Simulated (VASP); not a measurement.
An input for Quantum ESPRESSO's pw.x (written as the equivalent of a VASP run, and not itself run):

```
&CONTROL
  calculation = 'scf'
  pseudo_dir = './pseudo'
  outdir = './out'
  tprnfor = .true.
  tstress = .true.
/
&SYSTEM
  ibrav = 0
  nat = 2
  ntyp = 2
  ecutwfc = 84
  occupations = 'smearing'
  smearing = 'methfessel-paxton'
  degauss = 0.00735
  input_dft = 'pbe'
/
&ELECTRONS
  conv_thr = 7.3e-08
  electron_maxstep = 100
/
ATOMIC_SPECIES
  Ti 47.867 Ti.upf
  C 12.011 C.upf
CELL_PARAMETERS angstrom
     0.0000000    2.1474670    2.1819300
     2.2113730    0.0000000    2.1819300
     2.2113730    2.1474670    0.0000000
ATOMIC_POSITIONS crystal
  Ti   0.0000000  0.0000000  0.0000000
  C    0.4802620  0.5197380  0.5197380
K_POINTS automatic
  13 13 13 0 0 0
HUBBARD {ortho-atomic}
U Ti-3d 6
```

### Question
Translate this input to VASP (INCAR, KPOINTS, POSCAR, choice of POTCAR).

### Answer
One answer among several that fit: 
KPOINTS:
```
Automatic mesh
0
Gamma
13 13 13
0 0 0
```

**POSCAR**
```
TiC
1
    0.0000000000     2.1474670000     2.1819300000
    2.2113730000     0.0000000000     2.1819300000
    2.2113730000     2.1474670000     0.0000000000
Ti C
1 1
Direct
  0.0000000000   0.0000000000   0.0000000000
  0.4802620000   0.5197380000   0.5197380000
```

### INCAR
```
SYSTEM=TiC
PREC=Accurate; ENCUT=520; LREAL=.FALSE.
LASPH=.TRUE.
EDIFF=1E-6; NELM=100; ALGO=Normal
LMAXMIX=4
ISMEAR=1; SIGMA=0.1
GGA=PE
LDAUL=2 -1
LDAUU=6.0 0
LDAUJ=0 0
LDAU=.TRUE.; LDAUTYPE=2; LDAUPRINT=1
ISIF=2
LWAVE=.FALSE.; LCHARG=.FALSE.; LORBIT=10
```

POTCAR, in this order: Ti_sv C (PBE.64 set). Program: vasp_std.

Limits of the translation: the potentials are each code's own (VASP's PAW set, PseudoDojo norm-conserving files in pw.x), so ENCUT and ecutwfc are chosen apart and not converted; conv_thr bounds pw.x's estimated SCF error, while EDIFF bounds the energy change between steps; the +U projectors differ (PAW spheres against orthogonalised atomic orbitals), so the same U acts differently.

The compound is TiC in the rock salt structure. The cell was not relaxed at this level, atoms are displaced from their ideal sites. The run is one of a series of settings (LDAU = .TRUE., LDAUJ = 0 0, LDAUL = 2 -1, LDAUTYPE = 2, LDAUU = 6.0 0 against the base run), some of them coarse on purpose.
